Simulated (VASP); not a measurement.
# Sb3N (P6_3/mmc) in VASP: single point with PBE0

Aim: the single point of Sb3N with PBE0.

All numbers are computed with VASP 6.6.1; they aren't measurements. Logs are shortened: lines on timing, memory, paths and dates and some standing lists are left out, and cuts for length are marked.

**1. Starting point**

Symmetry: P6_3/mmc, No. 194, hexagonal system. Conventional cell: a = 5.103 Å, b = 5.103 Å, c = 9.048 Å, α = 90.00°, β = 90.00°, γ = 120.00°. Around N (site symmetry -6m2) lie 11 Sb at 2.95 to 3.31 Å. Sb (site symmetry -6m2) is surrounded by 3 N at 2.95 Å and 6 Sb at 3.31 Å. Sb (site symmetry 3m) is surrounded by 4 N at 3.02 to 3.31 Å and 7 Sb at 3.02 to 3.31 Å.

The cell was built by a generator and needn't be a form met in nature.

**2. Single point, PBE0**

Contents of POSCAR:

```
Sb3N
1.0
    5.1034030000      0.0000000000      0.0000000000
   -2.5517020000      4.4196810000      0.0000000000
    0.0000000000      0.0000000000      9.0481690000
N Sb
2 6
Direct
    0.3333000000      0.6667000000      0.2500000000
    0.6666000000      0.3333000000      0.7500000000
    0.0000000000      0.0000000000      0.2500000000
    0.0000000000      0.0000000000      0.7500000000
    0.3333000000      0.6667000000      0.5833000000
    0.6666000000      0.3333000000      0.0833000000
    0.3333000000      0.6667000000      0.9167000000
    0.6667000000      0.3334000000      0.4167000000
```

Contents of INCAR.step1:

```
PREC     = Accurate       # precision mode
ENCUT    = 520            # plane-wave cutoff, eV
EDIFF    = 1E-5           # SCF threshold, eV
ISMEAR   = 0              # smearing method
SIGMA    = 0.2453         # smearing width, eV
LREAL    = False          # projectors in reciprocal space
LASPH    = True           # aspherical terms in the spheres
NELM     = 80             # most SCF steps
ALGO     = Normal         # electronic algorithm
ISIF     = 2              # what is computed and relaxed
LWAVE    = True           # write WAVECAR
LCHARG   = False          # write CHGCAR
NBANDS   = 30             # bands
GGA      = PE             # functional
```

Contents of INCAR.step2:

```
PREC     = Accurate       # precision mode
ENCUT    = 520            # plane-wave cutoff, eV
EDIFF    = 1E-7           # SCF threshold, eV
ISMEAR   = 0              # smearing method
SIGMA    = 0.2453         # smearing width, eV
LREAL    = False          # projectors in reciprocal space
LASPH    = True           # aspherical terms in the spheres
NELM     = 80             # most SCF steps
ALGO     = Normal         # electronic algorithm
ISIF     = 2              # what is computed and relaxed
LWAVE    = False          # write WAVECAR
LCHARG   = False          # write CHGCAR
GGA      = PE             # functional
LHFCALC  = True           # exact exchange
AEXX     = 0.25           # exact-exchange fraction
PRECFOCK = Fast         
HFRCUT   = -1           
NBANDS   = 30             # bands
ISTART   = 1
```

Contents of KPOINTS:

```
regular mesh
0
Gamma
  3 3 1
```

Potentials or basis: VASP PAW PBE potentials, release 64 (N, Sb).

Run with:

```sh
cat potpaw_PBE.64/N/POTCAR potpaw_PBE.64/Sb/POTCAR > POTCAR
cp INCAR.step1 INCAR
mpirun -np 1 vasp_std > vasp.out
cp INCAR.step2 INCAR
mpirun -np 1 vasp_std > vasp.out
```

OUTCAR:

```text
PREC = Accurate
   ENCUT = 520
   EDIFF = 1E-7
   ISMEAR = 0
   LREAL = False
   LASPH = True
   NELM = 80
   ISIF = 2
   GGA = PE
   LHFCALC = True
   AEXX = 0.25
   PRECFOCK = Fast
   ISTART = 1

 ion  position               nearest neighbor table
   1  0.333  0.667  0.250-
   2  0.667  0.333  0.750-
   3  0.000  0.000  0.250-   6 3.31   8 3.31   8 3.31   6 3.31   8 3.31   6 3.31
   4  0.000  0.000  0.750-   5 3.31   7 3.31   5 3.31   7 3.31   5 3.31   7 3.31
   5  0.333  0.667  0.583-   7 3.02   8 3.31   8 3.31   8 3.31   4 3.31   4 3.31   4 3.31
   6  0.667  0.333  0.083-   8 3.02   7 3.31   7 3.31   7 3.31   3 3.31   3 3.31   3 3.31
   7  0.333  0.667  0.917-   5 3.02   6 3.31   6 3.31   6 3.31   4 3.31   4 3.31   4 3.31
   8  0.667  0.333  0.417-   6 3.02   5 3.31   5 3.31   5 3.31   3 3.31   3 3.31   3 3.31

  LATTYP: Found a hexagonal cell.
 ALAT       =     5.1034030000
 C/A-ratio  =     1.7729677629

  Lattice vectors:

 A1 = (   5.1034030000,   0.0000000000,   0.0000000000)
 A2 = (  -2.5517020000,   4.4196810000,   0.0000000000)
 A3 = (   0.0000000000,   0.0000000000,   9.0481690000)

Analysis of symmetry for initial positions (statically):
=====================================================================
 Subroutine PRICEL returns:
 Original cell was already a primitive cell.

 Routine SETGRP: Setting up the symmetry group for a
 hexagonal supercell.

 Subroutine GETGRP returns: Found  1 space group operations
 (whereof  1 operations were pure point group operations)
 out of a pool of 24 trial point group operations.

The static configuration has the point symmetry C_1 .

Analysis of symmetry for dynamics (positions and initial velocities):
=====================================================================
 Subroutine PRICEL returns:
 Original cell was already a primitive cell.

 Routine SETGRP: Setting up the symmetry group for a
 hexagonal supercell.

 Subroutine GETGRP returns: Found  1 space group operations
 (whereof  1 operations were pure point group operations)
 out of a pool of 24 trial point group operations.

The dynamic configuration has the point symmetry C_1 .

 Subroutine INISYM returns: Found  1 space group operations
 (whereof  1 operations are pure point group operations),
 and found     1 'primitive' translations

----------------------------------------------------------------------------------------

                                     Primitive cell

  volume of cell :     204.0852

  direct lattice vectors                    reciprocal lattice vectors
     5.103403000  0.000000000  0.000000000     0.195947684  0.113130359  0.000000000
    -2.551702000  4.419681000  0.000000000     0.000000000  0.226260674  0.000000000
     0.000000000  0.000000000  9.048169000     0.000000000  0.000000000  0.110519598

  length of vectors
     5.103403000  5.103407023  9.048169000     0.226260852  0.226260674  0.110519598

  position of ions in fractional coordinates (direct lattice)
     0.333300000  0.666700000  0.250000000
     0.666600000  0.333300000  0.750000000
     0.000000000  0.000000000  0.250000000
     0.000000000  0.000000000  0.750000000
     0.333300000  0.666700000  0.583300000
     0.666600000  0.333300000  0.083300000
     0.333300000  0.666700000  0.916700000
     0.666700000  0.333400000  0.416700000

  ion indices of the primitive-cell ions
   primitive index   ion index
                 1           1
                 2           2
                 3           3
                 4           4
                 5           5
                 6           6
                 7           7
                 8           8

----------------------------------------------------------------------------------------

 KPOINTS: regular mesh

Automatic generation of k-mesh.
 Grid dimensions read from file:
 generate k-points for:    3    3    1

 Generating k-lattice:

  Cartesian coordinates                     Fractional coordinates (reciprocal lattice)
     0.065315895  0.037710120  0.000000000     0.333333333 -0.000000000  0.000000000
     0.000000000  0.075420225  0.000000000     0.000000000  0.333333333  0.000000000
     0.000000000  0.000000000  0.110519598     0.000000000  0.000000000  1.000000000

  Length of vectors
     0.075420284  0.075420225  0.110519598

  Shift w.r.t. Gamma in fractional coordinates (k-lattice)
     0.000000000  0.000000000  0.000000000

 Subroutine IBZKPT returns following result:
 ===========================================

 Found      5 irreducible k-points:

 Following reciprocal coordinates:
            Coordinates               Weight
  0.000000  0.000000  0.000000      1.000000
  0.333333  0.000000  0.000000      2.000000
  0.000000  0.333333  0.000000      2.000000
 -0.333333  0.333333  0.000000      2.000000
  0.333333  0.333333  0.000000      2.000000
   k-points           NKPTS =      5   k-points in BZ     NKDIM =      9   number of bands    NBANDS=     30
   number of dos      NEDOS =    301   number of ions     NIONS =      8
   total plane-waves  NPLWV = 112000
   dimension x,y,z NGX =    40 NGY =   40 NGZ =   70
   dimension x,y,z NGXF=    80 NGYF=   80 NGZF=  140
   ions per type =               2   6
   NGX,Y,Z   is equivalent  to a cutoff of  13.03, 13.03, 12.86 a.u.
   NGXF,Y,Z  is equivalent  to a cutoff of  26.06, 26.06, 25.72 a.u.
 SYSTEM =  unknown system
   PREC   = accura    normal or accurate (medium, high low for compatibility)
   ISTART =      1    job   : 0-new  1-cont  2-samecut
   ICHARG =      0    charge: 1-file 2-atom 10-const
   ISPIN  =      1    spin polarized calculation?
   LNONCOLLINEAR =      F non collinear calculations
   LSORBIT =      F    spin-orbit coupling
   LASPH  =      T    aspherical Exc in radial PAW
   ENCUT  =  520.0 eV  38.22 Ry    6.18 a.u.   9.49  9.49 16.82*2*pi/ulx,y,z
   NELM   =     80;   NELMIN=  2; NELMDL=  0     # of ELM steps
   EDIFF  = 0.1E-06   stopping-criterion for ELM
   LREAL  =      F    real-space projection
   EDIFFG = 0.1E-05   stopping-criterion for IOM
   NSW    =      0    number of steps for IOM
   IBRION =     -1    ionic relax: 0-MD 1-quasi-New 2-CG
   NFREE  =      0    steps in history (QN), initial steepest desc. (CG)
   ISIF   =      2    stress and relaxation
   ISYM   =      3    0-nonsym 1-usesym 2-fastsym
   POTIM  = 0.5000    time-step for ionic-motion
   TEBEG  =    0.0;   TEEND  =   0.0 temperature during run
   PSTRESS=    0.0 pullay stress
   NELECT =      40.0000    total number of electrons
   NUPDOWN=      -1.0000    fix difference up-down
   EMIN   =  10.00;   EMAX   =-10.00  energy-range for DOS
   EFERMI =   0.00;   METHOD = LEGACY
   ISMEAR =     0;   SIGMA  =   0.25  broadening in eV -4-tet -1-fermi 0-gaus
   EFERMI_NEDOS =   21; number of points for ismear=-14 and -15
   IALGO  =     38    algorithm
   IMIX   =      1    mixing-type and parameters
     AMIX     =   0.40;   BMIX     =  1.00
     AMIX_MAG =   1.60;   BMIX_MAG =  1.00
  volume/ion in A,a.u.               =      25.51       172.15
  Fermi-wavevector in a.u.,A,eV,Ry     =   0.950950  1.797035 12.303828  0.904306
  Thomas-Fermi vector in A             =   2.079375
   LORBIT       =      0    0 simple, 1 ext, 2 COOP (PROOUT), +10 PAW based schemes
   GGA     = PE    functional components
   LHFCALC =     T    Hartree Fock is set to
   PRECFOCK=fast      Normal, Fast or Accurate (Low or Medium for compatibility)
   ENCUT4O =  -1.0   cutoff for four orbital integrals eV
   NKREDX  =     1    reduce k-point grid by
   NKREDY  =     1    reduce k-point grid by
   NKREDZ  =     1    reduce k-point grid by
   AEXX    =    0.2500 exact exchange contribution
   HFSCREEN=    0.0000 screening length (either q_TF or 0.3 A-1)
   HFSCREENC=   0.0000 screening length for correlation (either q_TF or 0.3 A-1)
   ENCUTFOCK=  -1.0 apply spherical cutoff to Coloumb kernel
   IVDW    =     0    specifies the selected vdW correction
   LEPSILON=     F    determine dielectric tensor
   LRPA    =     F    only Hartree local field effects (RPA)
 non-spin polarized calculation
 Gauss-broadening in eV      SIGMA  =   0.25
  energy-cutoff  :      520.00
  volume of cell :      204.09
 maximum number of plane-waves:      5529
 NGX is ok and might be reduce to    40
  NGX = 20; NGY = 20; NGZ = 36

 number of electron      40.0000001 magnetization

 Free energy of the ion-electron system (eV)
  ---------------------------------------------------
  ext. energy  EPLUGINS =         0.00000000
  ---------------------------------------------------
  free energy    TOTEN  =       -45.12201735 eV

  energy without entropy =      -45.08052884  energy(sigma->0) =      -45.10127309

 E-fermi :   5.8481     XC(G=0):  -7.7237

 val. band max:        5.4733418471   @ k =  -0.3333   0.3333   0.0000
 cond. band min:       5.8499706553   @ k =   0.3333   0.0000   0.0000
 fundamental gap:      0.3766288081
 Fermi energy:         5.8480506424

 k-point     1 :       0.0000    0.0000    0.0000
  band No.  band energies     occupation
      1      -9.3912      2.00000
      2      -9.0203      2.00000
      3      -6.1396      2.00000
      4      -5.5706      2.00000
      5      -5.3003      2.00000
      6      -2.4935      2.00000
[... 22 lines left out ...]
     29      10.2956      0.00000
     30      11.4349      0.00000

 k-point     2 :       0.3333    0.0000    0.0000
  band No.  band energies     occupation
      1      -9.0533      2.00000
      2      -8.8143      2.00000
      3      -6.0749      2.00000
      4      -5.5179      2.00000
      5      -4.7821      2.00000
      6      -3.7262      2.00000
[... 22 lines left out ...]
     29       9.7145      0.00000
     30      11.0039      0.00000

 k-point     3 :       0.0000    0.3333    0.0000
  band No.  band energies     occupation
      1      -9.0518      2.00000
      2      -8.8160      2.00000
      3      -6.0725      2.00000
      4      -5.5165      2.00000
      5      -4.7844      2.00000
      6      -3.7255      2.00000
[... 22 lines left out ...]
     29       9.7127      0.00000
     30      11.0077      0.00000

 k-point     4 :      -0.3333    0.3333    0.0000
  band No.  band energies     occupation
      1      -9.0548      2.00000
      2      -8.8127      2.00000
      3      -6.0774      2.00000
      4      -5.5193      2.00000
      5      -4.7800      2.00000
      6      -3.7268      2.00000
[... 22 lines left out ...]
     29       9.7164      0.00000
     30      11.0003      0.00000

 k-point     5 :       0.3333    0.3333    0.0000
  band No.  band energies     occupation
      1      -8.7492      2.00000
      2      -8.7472      2.00000
      3      -5.4281      2.00000
      4      -5.4261      2.00000
      5      -4.9124      2.00000
      6      -4.4443      2.00000
[... 22 lines left out ...]
     29      10.8786      0.00000
     30      11.0170      0.00000

------------------------ aborting loop because EDIFF is reached ----------------------------------------

  FORCE on cell =-STRESS in cart. coord.  units (eV):
  Direction    XX          YY          ZZ          XY          YZ          ZX
  --------------------------------------------------------------------------------------
  -------------------------------------------------------------------------------------
  Total      -19.2688315    -17.8798411    -21.3847416      0.3508903      0.0101149      0.0037041
  in kB     -151.2705790   -140.3662652   -167.8815991      2.7546752      0.0794073      0.0290792
  external PRESSURE =    -153.1728145 kB  Pullay stress =       0.0000000 kB

 VOLUME and BASIS-vectors are now :
 -----------------------------------------------------------------------------
  energy-cutoff  :      520.00
  volume of cell :      204.09
      direct lattice vectors                 reciprocal lattice vectors
     5.103403000  0.000000000  0.000000000     0.195947684  0.113130359  0.000000000
    -2.551702000  4.419681000  0.000000000     0.000000000  0.226260674  0.000000000
     0.000000000  0.000000000  9.048169000     0.000000000  0.000000000  0.110519598

 POSITION                                       TOTAL-FORCE (eV/Angst)
 -----------------------------------------------------------------------------------
     -0.00026      2.94660      2.26204        -0.085506      0.126123     -0.000064
      2.55145      1.47308      6.78613         0.083610     -0.126783      0.000006
      0.00000      0.00000      2.26204        -0.077537      0.120340     -0.000022
      0.00000      0.00000      6.78613         0.078741     -0.120301     -0.000040
     -0.00026      2.94660      5.27780        -0.070096      0.115987     -0.538477
      2.55145      1.47308      0.75371         0.070453     -0.116032     -0.538489
     -0.00026      2.94660      8.29446        -0.070079      0.116262      0.538549
      2.55170      1.47352      3.77037         0.070415     -0.115596      0.538536
 -----------------------------------------------------------------------------------
    total drift:                               -0.000017      0.000002      0.000001

  FREE ENERGIE OF THE ION-ELECTRON SYSTEM (eV)
  ---------------------------------------------------
  free  energy   TOTEN  =       -45.1220173456 eV

  energy  without entropy=      -45.0805288429  energy(sigma->0) =      -45.10127309
```

Wall time 12 min (1 thread of Intel Xeon Platinum 8488C (Sapphire Rapids), shared host); peak memory 0.32 GiB.

What came out:

```
Free energy            : -45.1220 eV
Pressure               : -15.3 GPa
Largest force          : 0.555 eV/Å
Band gap on the k mesh : none (metal or under the smearing width)
```

Forces on the atoms (eV/Å):
```
N   -0.086  0.126  0.000
N    0.084 -0.127  0.000
Sb  -0.078  0.120  0.000
Sb   0.079 -0.120  0.000
Sb  -0.070  0.116 -0.538
Sb   0.070 -0.116 -0.538
Sb  -0.070  0.116  0.539
Sb   0.070 -0.116  0.539
```

Stress tensor (GPa, compression positive):
```
-15.13   0.28   0.00
  0.28 -14.04   0.01
  0.00   0.01 -16.79
```

Levels at points of the mesh, in eV from the Fermi level:
```csv
k point,band 16,band 17,band 18,band 19,band 20,band 21,band 22,band 23,band 24,band 25
"(0.00, 0.00, 0.00)",-2.64,-2.11,-2.10,-1.66,-1.62,-1.21,-0.93,-0.40,1.48,1.49
```

Caveat: the k mesh is coarse (spacing up to 0.69 Å⁻¹), so the values aren't converged, least of all with exact exchange; so large a pressure means that the cell lies far from this level's equilibrium, or that cutoff or potentials fall short; the potentials were made for another functional, which shifts forces and pressure.
